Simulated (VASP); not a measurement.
Method: rev-vdW-DF2, VASP's PBE PAW potentials (set 64) (plane waves; VASP 6.6.1).

VASP input:

**KPOINTS**
```
Automatic mesh
0
Gamma
9 9 9
0 0 0
```

POSCAR:
```
CuI
1.0
  0.0000000000   3.0136826342   3.0136826342
  3.0136826342   0.0000000000   3.0136826342
  3.0136826342   3.0136826342   0.0000000000
Cu I
1 1
Direct
  1.0000000000   0.0000000000   0.0000000000
  0.2500000000   0.2500000000   0.2500000000
```

INCAR:
```
! general
SYSTEM  =CuI
PREC    =Accurate
ENCUT   =520
LREAL   =.False.   ! projection in real space or not
LASPH   =.True.   ! aspherical one-centre terms

! electronic loop
EDIFF   =1E-7   ! SCF stop (eV)
NELM    =100   ! most electronic steps
ALGO    =Normal   ! blocked Davidson
LMAXMIX =4   ! l cut-off of mixed one-centre charges

! smearing
ISMEAR  =-5   ! tetrahedra, Bloechl

! functional
GGA     =MK
LUSE_VDW=.True.
AGGAC   =0.0
PARAM1  =0.1234568
PARAM2  =0.7114
ZAB_VDW =-1.8867

! ions
ISIF    =2

! output
LWAVE   =.False.
LCHARG  =.True.
LORBIT  =11
NEDOS   =601   ! DOS grid
```

POTCAR, in this order: Cu I (PBE.64 set). Program: vasp_std.

The resulting files:

### OSZICAR
```
       N       E                     dE             d eps       ncg     rms          rms(c)
DAV:   1     0.114182201516E+03    0.11418E+03   -0.81202E+03   910   0.150E+03
DAV:   2     0.716652755216E+01   -0.10702E+03   -0.10072E+03   910   0.270E+02
DAV:   3    -0.122629972905E+01   -0.83928E+01   -0.82692E+01  1251   0.878E+01
DAV:   4    -0.150508781710E+01   -0.27879E+00   -0.27861E+00  1072   0.141E+01
DAV:   5    -0.151471562745E+01   -0.96278E-02   -0.96276E-02  1315   0.286E+00    0.523E+00
DAV:   6    -0.143303660103E+01    0.81679E-01   -0.34585E+00   961   0.543E+01    0.338E+00
DAV:   7    -0.129463597843E+01    0.13840E+00   -0.77120E-01   990   0.320E+01    0.165E+00
DAV:   8    -0.129563465198E+01   -0.99867E-03   -0.44906E-02  1346   0.362E+00    0.468E-01
DAV:   9    -0.129262412667E+01    0.30105E-02   -0.13307E-02  1103   0.371E+00    0.147E-01
DAV:  10    -0.129271226938E+01   -0.88143E-04   -0.65398E-04  1065   0.202E-01    0.668E-02
DAV:  11    -0.129270392101E+01    0.83484E-05   -0.31258E-04  1182   0.587E-01    0.313E-02
DAV:  12    -0.129270009902E+01    0.38220E-05   -0.28780E-05  1322   0.131E-01    0.211E-02
DAV:  13    -0.129269890636E+01    0.11927E-05   -0.27485E-06  1410   0.335E-02    0.987E-03
DAV:  14    -0.129269834743E+01    0.55893E-06   -0.24096E-06  1266   0.498E-02    0.263E-03
DAV:  15    -0.129269854507E+01   -0.19765E-06   -0.46525E-07  1171   0.638E-03    0.209E-03
DAV:  16    -0.129269852583E+01    0.19243E-07   -0.14522E-08   510   0.115E-03
   1 F= -.12926985E+01 E0= -.12926985E+01  d E =0.000000E+00
```

File OUTCAR:
```
------------------------ aborting loop because EDIFF is reached ----------------------------------------
  FORCE on cell =-STRESS in cart. coord.  units (eV):
  Direction    XX          YY          ZZ          XY          YZ          ZX
  --------------------------------------------------------------------------------------
  Total       -0.0008977     -0.0008977     -0.0008977      0.0000000     -0.0000000     -0.0000000
  in kB       -0.0262732     -0.0262732     -0.0262732      0.0000000     -0.0000000     -0.0000000
  external PRESSURE =      -0.0262732 kB  Pullay stress =       0.0000000 kB
  volume of cell :       54.74
      direct lattice vectors                 reciprocal lattice vectors
     0.000000000  3.013682634  3.013682634    -0.165909972  0.165909972  0.165909972
     3.013682634  0.000000000  3.013682634     0.165909972 -0.165909972  0.165909972
     3.013682634  3.013682634  0.000000000     0.165909972  0.165909972 -0.165909972
  FREE ENERGIE OF THE ION-ELECTRON SYSTEM (eV)
  ---------------------------------------------------
  free  energy   TOTEN  =        -1.2926985258 eV

  energy  without entropy=       -1.2926985258  energy(sigma->0) =       -1.29269853

 total charge

# of ion       s       p       d       tot
------------------------------------------
    1        0.337   0.272   9.339   9.949
    2        1.498   2.755   0.055   4.308
--------------------------------------------------
tot          1.835   3.028   9.394  14.257
```
(Selected blocks of OUTCAR.)

### OUTCAR
```
 val. band max:        4.4775393279   @ k =   0.0000   0.0000   0.0000

 cond. band min:       5.5895424121   @ k =   0.0000   0.0000   0.0000


 Fermi energy:         4.5153285792

 k-point     1 :       0.0000    0.0000    0.0000
  band No.  band energies     occupation
      1      -9.6068      2.00000
      2       0.7878      2.00000
      3       0.7878      2.00000
      4       0.7878      2.00000
      5       2.5270      2.00000
      6       2.5270      2.00000
      7       4.4775      2.00000
      8       4.4775      2.00000
      9       4.4775      2.00000
     10       5.5895      0.00000
     11       9.3652      0.00000
     12       9.3652      0.00000
     13       9.3652      0.00000

 k-point     2 :       0.1111    0.0000    0.0000
  band No.  band energies     occupation
      1      -9.5467      2.00000
      2       0.5522      2.00000
      3       0.7938      2.00000
      4       0.7938      2.00000
      5       2.5216      2.00000
      6       2.5216      2.00000
      7       3.9108      2.00000
      8       4.3798      2.00000
      9       4.3798      2.00000
     10       6.2104      0.00000
     11       9.2558      0.00000
     12       9.5448      0.00000
     13       9.5448      0.00000

 k-point     3 :       0.2222    0.0000    0.0000
  band No.  band energies     occupation
      1      -9.3869      2.00000
      2      -0.0411      2.00000
      3       0.8070      2.00000
      4       0.8070      2.00000
      5       2.5163      2.00000
      6       2.5163      2.00000
      7       3.2561      2.00000
      8       4.1520      2.00000
      9       4.1520      2.00000
     10       6.7144      0.00000
     11       9.6946      0.00000
     12       9.8684      0.00000
     13       9.8684      0.00000

 k-point     4 :       0.3333    0.0000    0.0000
  band No.  band energies     occupation
      1      -9.1893      2.00000
      2      -0.7001      2.00000
      3       0.8176      2.00000
...
```

Unless said otherwise, spin-orbit coupling is left out, though it shifts the bands of the heavy elements here.

The compound is CuI in the zinc blende structure. It was relaxed first.
